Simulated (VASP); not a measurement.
Consider the following.

```xyz
2
Lattice="4.2672 0.0000 0.0000 0.0000 4.1429 0.0000 0.0000 0.0000 4.2672" Properties=species:S:1:pos:R:3 pbc="T T T"
Cs     0.0000     0.0000     0.0000
Cl     2.1336     2.0714     2.1336
```

The numbers are results of r2SCAN meta-GGA, VASP's PBE PAW potentials (set 64) (plane waves; VASP), not measurements. Settings: 480 eV cut-off, 6×6×6 Γ-centred mesh, Gaussian smearing of 0.050 eV, potentials Cs_sv Cl.

Problem. Give the stress tensor in GPa (positive for a compressed cell).

Solution. 
```
-1.23   0.00   0.00
 0.00  -0.44   0.00
 0.00   0.00  -1.23
```
The pressure is its mean diagonal, -0.97 GPa.

The compound is CsCl in the CsCl type structure. This cell was strained or had an atom moved on purpose.
